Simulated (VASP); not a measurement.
# Al2InN3 (P6/mmm) in VASP: a series of runs

The runs below take Al2InN3 through relaxation of cell and atoms, with PBE.

All numbers are computed with VASP 6.6.1; they aren't measurements. Logs are shortened: lines on timing, memory, paths and dates and some standing lists are left out, and cuts for length are marked.

## Step 1: Starting point

It takes space group P6/mmm (No. 191, hexagonal). Conventional cell: a = 5.516 Å, b = 5.516 Å, c = 3.156 Å, α = 90.00°, β = 90.00°, γ = 120.00°. Al (site symmetry -6m2) is surrounded by 6 N at 2.24 Å. In (site symmetry 6/mmm) has 2 In at 3.16 Å and 12 N at 3.18 Å and 6 Al at 3.18 Å as nearest neighbours. N (site symmetry mmm) has 4 Al at 2.24 Å as nearest neighbours.

The cell was built by a generator and needn't be a form met in nature.

## Step 2: Relaxation of cell and atoms, PBE

INCAR reads:

```
PREC = Normal
ENCUT = 520
EDIFF = 1E-4
ISMEAR = 0
SIGMA = 0.15
LREAL = False
LASPH = True
NELM = 60
ALGO = Fast
ISIF = 3
LWAVE = False
LCHARG = False
GGA = PE
IBRION = 2
NSW = 24
EDIFFG = -0.08
```

KPOINTS reads:

```
Automatic mesh
0
Gamma
  3 3 4
```

POSCAR reads:

```
Al2InN3
1.0
    5.5157983500      0.0000000000      0.0000000000
   -2.7578991700      4.7768214900      0.0000000000
    0.0000000000      0.0000000000      3.1563808200
Al In N
2 1 3
Direct
    0.3333333300      0.6666666700      0.0000000000
    0.6666666700      0.3333333300      0.0000000000
    0.0000000000      0.0000000000      0.0000000000
    0.5000000000      0.0000000000      0.5000000000
    0.5000000000      0.5000000000      0.5000000000
    0.0000000000      0.5000000000      0.5000000000
```

Potentials or basis: VASP PAW PBE potentials, release 64 (Al, In_d, N).

On the command line:

```
> cat potpaw_PBE.64/Al/POTCAR potpaw_PBE.64/In_d/POTCAR potpaw_PBE.64/N/POTCAR > POTCAR
> mpirun -np 1 vasp_std > vasp.out
```

OUTCAR:

```text
PREC = Normal
   ENCUT = 520
   EDIFF = 1E-4
   ISMEAR = 0
   LREAL = False
   LASPH = True
   NELM = 60
   ISIF = 3
   GGA = PE
   IBRION = 2
   NSW = 24
   EDIFFG = -0.08

 ion  position               nearest neighbor table
   1  0.333  0.667  0.000-   4 2.24   4 2.24   6 2.24   6 2.24   5 2.24   5 2.24   2 3.18   3 3.18
                             2 3.18   3 3.18   3 3.18   2 3.18
   2  0.667  0.333  0.000-   4 2.24   4 2.24   6 2.24   6 2.24   5 2.24   5 2.24   1 3.18   3 3.18
                             1 3.18   3 3.18   3 3.18   1 3.18
   3  0.000  0.000  0.000-   1 3.18   2 3.18   1 3.18   2 3.18   2 3.18   1 3.18
   4  0.500  0.000  0.500-   1 2.24   2 2.24   1 2.24   2 2.24
   5  0.500  0.500  0.500-   1 2.24   2 2.24   1 2.24   2 2.24
   6  0.000  0.500  0.500-   1 2.24   2 2.24   1 2.24   2 2.24

  LATTYP: Found a hexagonal cell.
 ALAT       =     5.5157983500
 C/A-ratio  =     0.5722436934

  Lattice vectors:

 A1 = (   5.5157983500,   0.0000000000,   0.0000000000)
 A2 = (  -2.7578991700,   4.7768214900,   0.0000000000)
 A3 = (   0.0000000000,   0.0000000000,   3.1563808200)

Analysis of symmetry for initial positions (statically):
=====================================================================
 Subroutine PRICEL returns:
 Original cell was already a primitive cell.

 Routine SETGRP: Setting up the symmetry group for a
 hexagonal supercell.

 Subroutine GETGRP returns: Found 24 space group operations
 (whereof 24 operations were pure point group operations)
 out of a pool of 24 trial point group operations.

The static configuration has the point symmetry D_6h.

Analysis of symmetry for dynamics (positions and initial velocities):
=====================================================================
 Subroutine PRICEL returns:
 Original cell was already a primitive cell.

 Routine SETGRP: Setting up the symmetry group for a
 hexagonal supercell.

 Subroutine GETGRP returns: Found 24 space group operations
 (whereof 24 operations were pure point group operations)
 out of a pool of 24 trial point group operations.

The dynamic configuration has the point symmetry D_6h.

 Subroutine INISYM returns: Found 24 space group operations
 (whereof 24 operations are pure point group operations),
 and found     1 'primitive' translations

----------------------------------------------------------------------------------------

                                     Primitive cell

  volume of cell :      83.1643

  direct lattice vectors                    reciprocal lattice vectors
     5.515798350  0.000000000  0.000000000     0.181297418  0.104672113  0.000000000
    -2.757899170  4.776821490  0.000000000     0.000000000  0.209344227  0.000000000
     0.000000000  0.000000000  3.156380820     0.000000000  0.000000000  0.316818552

  length of vectors
     5.515798350  5.515798345  3.156380820     0.209344226  0.209344227  0.316818552

  position of ions in fractional coordinates (direct lattice)
     0.333333330  0.666666670  0.000000000
     0.666666670  0.333333330  0.000000000
     0.000000000  0.000000000  0.000000000
     0.500000000  0.000000000  0.500000000
     0.500000000  0.500000000  0.500000000
     0.000000000  0.500000000  0.500000000

  ion indices of the primitive-cell ions
   primitive index   ion index
                 1           1
                 2           2
                 3           3
                 4           4
                 5           5
                 6           6

----------------------------------------------------------------------------------------

 KPOINTS: Automatic mesh

Automatic generation of k-mesh.
 Grid dimensions read from file:
 generate k-points for:    3    3    4

 Generating k-lattice:

  Cartesian coordinates                     Fractional coordinates (reciprocal lattice)
     0.060432473  0.034890704  0.000000000     0.333333333  0.000000000  0.000000000
     0.000000000  0.069781409  0.000000000     0.000000000  0.333333333  0.000000000
     0.000000000  0.000000000  0.079204638     0.000000000  0.000000000  0.250000000

  Length of vectors
     0.069781409  0.069781409  0.079204638

  Shift w.r.t. Gamma in fractional coordinates (k-lattice)
     0.000000000  0.000000000  0.000000000

 Subroutine IBZKPT returns following result:
 ===========================================

 Found      9 irreducible k-points:

 Following reciprocal coordinates:
            Coordinates               Weight
  0.000000  0.000000  0.000000      1.000000
  0.333333 -0.000000  0.000000      6.000000
  0.333333  0.333333  0.000000      2.000000
  0.000000  0.000000  0.250000      2.000000
  0.333333 -0.000000  0.250000     12.000000
  0.333333  0.333333  0.250000      4.000000
  0.000000  0.000000  0.500000      1.000000
  0.333333 -0.000000  0.500000      6.000000
  0.333333  0.333333  0.500000      2.000000
   k-points           NKPTS =      9   k-points in BZ     NKDIM =      9   number of bands    NBANDS=     21
   number of dos      NEDOS =    301   number of ions     NIONS =      6
   total plane-waves  NPLWV =  18432
   dimension x,y,z NGX =    32 NGY =   32 NGZ =   18
   dimension x,y,z NGXF=    64 NGYF=   64 NGZF=   36
   ions per type =               2   1   3
   NGX,Y,Z   is equivalent  to a cutoff of   9.64,  9.64,  9.48 a.u.
   NGXF,Y,Z  is equivalent  to a cutoff of  19.29, 19.29, 18.96 a.u.
 SYSTEM =  unknown system
   PREC   = normal    normal or accurate (medium, high low for compatibility)
   ISTART =      0    job   : 0-new  1-cont  2-samecut
   ICHARG =      2    charge: 1-file 2-atom 10-const
   ISPIN  =      1    spin polarized calculation?
   LNONCOLLINEAR =      F non collinear calculations
   LSORBIT =      F    spin-orbit coupling
   LASPH  =      T    aspherical Exc in radial PAW
   ENCUT  =  520.0 eV  38.22 Ry    6.18 a.u.  10.26 10.26  5.87*2*pi/ulx,y,z
   NELM   =     60;   NELMIN=  2; NELMDL= -5     # of ELM steps
   EDIFF  = 0.1E-03   stopping-criterion for ELM
   LREAL  =      F    real-space projection
   EDIFFG = -.8E-01   stopping-criterion for IOM
   NSW    =     24    number of steps for IOM
   IBRION =      2    ionic relax: 0-MD 1-quasi-New 2-CG
   NFREE  =      1    steps in history (QN), initial steepest desc. (CG)
   ISIF   =      3    stress and relaxation
   ISYM   =      2    0-nonsym 1-usesym 2-fastsym
   POTIM  = 0.5000    time-step for ionic-motion
   TEBEG  =    0.0;   TEEND  =   0.0 temperature during run
   PSTRESS=    0.0 pullay stress
   NELECT =      34.0000    total number of electrons
   NUPDOWN=      -1.0000    fix difference up-down
   EMIN   =  10.00;   EMAX   =-10.00  energy-range for DOS
   EFERMI =   0.00;   METHOD = LEGACY
   ISMEAR =     0;   SIGMA  =   0.15  broadening in eV -4-tet -1-fermi 0-gaus
   EFERMI_NEDOS =   21; number of points for ismear=-14 and -15
   IALGO  =     68    algorithm
   IMIX   =      4    mixing-type and parameters
     AMIX     =   0.40;   BMIX     =  1.00
     AMIX_MAG =   1.60;   BMIX_MAG =  1.00
  volume/ion in A,a.u.               =      13.86        93.54
  Fermi-wavevector in a.u.,A,eV,Ry     =   1.215035  2.296084 20.086426  1.476311
  Thomas-Fermi vector in A             =   2.350435
   LORBIT       =      0    0 simple, 1 ext, 2 COOP (PROOUT), +10 PAW based schemes
   GGA     = PE    functional components
   LHFCALC =     F    Hartree Fock is set to
   AEXX    =    0.0000 exact exchange contribution
   IVDW    =     0    specifies the selected vdW correction
   LEPSILON=     F    determine dielectric tensor
   LRPA    =     F    only Hartree local field effects (RPA)
 conjugate gradient relaxation of ions
 non-spin polarized calculation
 RMM-DIIS sequential band-by-band and
 Gauss-broadening in eV      SIGMA  =   0.15
  energy-cutoff  :      520.00
  volume of cell :       83.16
 maximum number of plane-waves:      2268
   NGX = 21   NGY = 21   NGZ = 11

--------------------------------------- Ionic step        1  -------------------------------------------

 number of electron      34.0000035 magnetization

 Free energy of the ion-electron system (eV)
  ---------------------------------------------------
  ext. energy  EPLUGINS =         0.00000000
  ---------------------------------------------------
  free energy    TOTEN  =       -32.36373601 eV

  energy without entropy =      -32.34026314  energy(sigma->0) =      -32.35199958

------------------------ aborting loop because EDIFF is reached ----------------------------------------

  FORCE on cell =-STRESS in cart. coord.  units (eV):
  Direction    XX          YY          ZZ          XY          YZ          ZX
  --------------------------------------------------------------------------------------
  -------------------------------------------------------------------------------------
  Total       -5.3480701     -5.3480701    -22.6065293     -0.0000000      0.0000000      0.0000000
  in kB     -103.0317045   -103.0317043   -435.5195815     -0.0000001      0.0000000      0.0000000
  external PRESSURE =    -213.8609968 kB  Pullay stress =       0.0000000 kB

 VOLUME and BASIS-vectors are now :
 -----------------------------------------------------------------------------
  energy-cutoff  :      520.00
  volume of cell :       83.16
      direct lattice vectors                 reciprocal lattice vectors
     5.515798350  0.000000000  0.000000000     0.181297418  0.104672113  0.000000000
    -2.757899170  4.776821490  0.000000000     0.000000000  0.209344227  0.000000000
     0.000000000  0.000000000  3.156380820     0.000000000  0.000000000  0.316818552
[... 81 lines left out ...]
 POSITION                                       TOTAL-FORCE (eV/Angst)
 -----------------------------------------------------------------------------------
     -0.00000      3.07884      0.00000        -0.000000      0.000000      0.000000
      2.66635      1.53942      0.00000         0.000000     -0.000000     -0.000000
     -2.66635      4.61826      0.00000        -0.000000      0.000000      0.000000
      0.00000      4.61826      1.35675        -0.000000      0.000000      0.000000
      1.33318      2.30913      1.35675        -0.000000      0.000000      0.000000
     -1.33318      2.30913      1.35675        -0.000000      0.000000      0.000000
 -----------------------------------------------------------------------------------
    total drift:                               -0.000000      0.000000     -0.000000

  FREE ENERGIE OF THE ION-ELECTRON SYSTEM (eV)
  ---------------------------------------------------
  free  energy   TOTEN  =       -34.3096537898 eV

  energy  without entropy=      -34.2646754448  energy(sigma->0) =      -34.28716462

--------------------------------------- Ionic step        4  -------------------------------------------

 number of electron      33.9999984 magnetization

 Free energy of the ion-electron system (eV)
  ---------------------------------------------------
  ext. energy  EPLUGINS =         0.00000000
  ---------------------------------------------------
  free energy    TOTEN  =       -34.31261796 eV

  energy without entropy =      -34.26550063  energy(sigma->0) =      -34.28905930

 E-fermi :   8.1252     XC(G=0): -11.5249

 val. band max:        8.1197660781   @ k =   0.0000   0.0000   0.0000
 cond. band min:       8.2135162727   @ k =   0.3333   0.3333   0.0000
 fundamental gap:      0.0937501946
 Fermi energy:         8.1252449911

 k-point     1 :       0.0000    0.0000    0.0000
  band No.  band energies     occupation
      1      -8.2279      2.00000
      2      -6.7015      2.00000
      3      -6.2789      2.00000
      4      -6.2789      2.00000
      5      -5.6070      2.00000
      6      -5.6070      2.00000
[... 13 lines left out ...]
     20      14.0560      0.00000
     21      14.0576      0.00000
[... 212 lines left out ...]
 POSITION                                       TOTAL-FORCE (eV/Angst)
 -----------------------------------------------------------------------------------
     -0.00000      3.08300      0.00000        -0.000000     -0.000000      0.000000
      2.66995      1.54150      0.00000         0.000000      0.000000     -0.000000
      0.00000     -0.00000      0.00000         0.000000      0.000000     -0.000000
      2.66995     -0.00000      1.36546         0.000000      0.000000     -0.000000
      1.33498      2.31225      1.36546         0.000000      0.000000     -0.000000
     -1.33498      2.31225      1.36546        -0.000000      0.000000     -0.000000
 -----------------------------------------------------------------------------------
    total drift:                                0.000000      0.000000     -0.000000

  FREE ENERGIE OF THE ION-ELECTRON SYSTEM (eV)
  ---------------------------------------------------
  free  energy   TOTEN  =       -34.3126179619 eV

  energy  without entropy=      -34.2655006340  energy(sigma->0) =      -34.28905930

 reached required accuracy - stopping structural energy minimisation
```

It took 32 s on 1 thread of Intel Xeon Platinum 8259CL at 2.50GHz (Skylake/Cascade Lake), shared host; peak memory 0.16 GiB.

Results:

```
Free energy                            : -34.3126 eV
Relaxed volume                         : 11.24 Å³/atom
Relaxed cell                           : a = 5.340 Å, b = 5.340 Å, c = 2.731 Å, α = 90.00°, β = 90.00°, γ = 120.00°
Space group after relaxing (to 0.05 Å) : P6/mmm (No. 191)
Energy gained by relaxing              : 324.8 meV/atom
Ionic steps                            : 4
Pressure after relaxing                : 0.3 GPa
Band gap on the k mesh                 : none (metal or under the smearing width)
```

Stress tensor (GPa, compression positive):
```
 0.51  0.00  0.00
 0.00  0.51  0.00
 0.00  0.00 -0.05
```

The path:
| step | energy change (eV) | largest force (eV/Å) | pressure (GPa) | volume (Å³) |
| --- | --- | --- | --- | --- |
| 1 | 0.0000 | 0.0000 | -21.39 | 83.16 |
| 2 | -1.6851 | 0.0000 | 16.11 | 62.32 |
| 3 | -1.9459 | 0.0000 | 1.68 | 66.83 |
| 4 | -1.9489 | 0.0000 | 0.32 | 67.44 |

Final structure:
```
Al In N
1.0
     5.33991    0.00000    0.00000
    -2.66995    4.62450    0.00000
     0.00000    0.00000    2.73092
Al In N
2 1 3
Direct
  0.33333 0.66667 0.00000
  0.66667 0.33333 0.00000
  0.00000 0.00000 0.00000
  0.50000 0.00000 0.50000
  0.50000 0.50000 0.50000
  0.00000 0.50000 0.50000
```

Levels at points of the mesh, in eV from the Fermi level:
```
           k point  band 13  band 14  band 15  band 16  band 17  band 18  band 19  band 20  band 21
(0.00, 0.00, 0.00)    -1.16    -0.48    -0.48    -0.01    -0.01     0.15     5.20     5.93     5.93
(0.00, 0.00, 0.50)    -2.95    -2.95    -0.03     0.42     0.42     0.91     1.11     1.96     2.33
```

Caveat: the k mesh is coarse (spacing up to 0.50 Å⁻¹), so the values aren't converged; the volume moved by over 15 % at a fixed basis, so the end points are rough; the relaxation stopped at a loose force limit of 0.08 eV/Å, so its end isn't a converged minimum.

## Step 3: Relaxation of cell and atoms, PBE

This run uses another cell than the first one, of 13.28 Å³/atom, 0.958 times its volume.

INCAR is that of step 2.

KPOINTS reads:

```
Automatic mesh
0
Gamma
  5 5 2
```

POSCAR reads:

```
Al2InN3
1.0
    3.3500000000      0.0000000000      0.0000000000
   -1.6750000000      2.9011851000      0.0000000000
    0.0000000000      0.0000000000      8.2000000000
Al In N
2 1 3
Direct
    0.3333333300      0.6666666700      0.0000000000
    0.6666666700      0.3333333300      0.3333000000
    0.0000000000      0.0000000000      0.6667000000
    0.0000000000      0.0000000000      0.9167000000
    0.3333333300      0.6666666700      0.2500000000
    0.6666666700      0.3333333300      0.5833000000
```

Potentials or basis: VASP PAW PBE potentials, release 64 (Al, In_d, N).

On the command line:

```
> cat potpaw_PBE.64/Al/POTCAR potpaw_PBE.64/In_d/POTCAR potpaw_PBE.64/N/POTCAR > POTCAR
> mpirun -np 1 vasp_std > vasp.out
```

Run time: 54 s. Hardware: 1 thread of Intel Xeon Platinum 8259CL at 2.50GHz (Skylake/Cascade Lake), shared host; peak memory 0.16 GiB.

Results (log left out):

| Property | Result |
| --- | --- |
| Free energy | -39.7109 eV |
| Relaxed volume | 12.36 Å³/atom |
| Relaxed cell | a = 3.257 Å, b = 3.257 Å, c = 8.075 Å, α = 90.00°, β = 90.00°, γ = 120.00° |
| Space group after relaxing (to 0.05 Å) | P3m1 (No. 156) |
| Energy gained by relaxing | 152.9 meV/atom |
| Ionic steps | 8 |
| Pressure after relaxing | -0.2 GPa |
| Largest force after relaxing | 0.060 eV/Å |
| Band gap on the k mesh | 1.10 eV, direct |

Forces in eV/Å, atoms in the order of the input:
```
Al   0.000  0.000 -0.027
Al   0.000  0.000 -0.037
In   0.000  0.000  0.060
N    0.000  0.000 -0.041
N    0.000  0.000  0.033
N    0.000  0.000  0.011
```

Stress tensor (GPa, compression positive):
```
-0.33  0.00  0.00
 0.00 -0.33  0.00
 0.00  0.00  0.07
```

Step by step:
| step | energy change (eV) | largest force (eV/Å) | pressure (GPa) | volume (Å³) |
| --- | --- | --- | --- | --- |
| 1 | 0.0000 | 3.3325 | -6.48 | 79.70 |
| 2 | -0.7223 | 1.8025 | 2.36 | 73.66 |
| 3 | -0.7226 | 1.8922 | 3.00 | 73.48 |
| 4 | -0.9063 | 0.3754 | -0.67 | 74.21 |
| 5 | -0.9070 | 0.3696 | -0.15 | 74.16 |
| 6 | -0.9129 | 0.3759 | 0.24 | 74.06 |
| 7 | -0.9158 | 0.1692 | 0.14 | 74.10 |
| 8 | -0.9174 | 0.0596 | -0.20 | 74.19 |

Final structure:
```
CELL_PARAMETERS angstrom
3.25715 0.00000 0.00000
-1.62857 2.82077 0.00000
0.00000 0.00000 8.07483
ATOMIC_POSITIONS crystal
Al 0.33333 0.66667 0.01331
Al 0.66667 0.33333 0.32301
In 0.00000 0.00000 0.66905
N 0.00000 0.00000 0.94204
N 0.33333 0.66667 0.24851
N 0.66667 0.33333 0.55408
```

Levels at points of the mesh, in eV from the valence-band top:
```tsv
k point	band 15	band 16	band 17	band 18	band 19	band 20
(0.00, 0.00, 0.00)	-0.84	0.00	0.00	1.10	4.39	4.69
(0.00, 0.00, 0.50)	-1.24	-0.02	-0.02	2.24	3.42	5.02
```

Caveat: the k mesh is coarse (spacing up to 0.43 Å⁻¹), so the values aren't converged; spin-orbit coupling is left out, which moves the levels of the heavy elements; the relaxation stopped at a loose force limit of 0.08 eV/Å, so its end isn't a converged minimum.
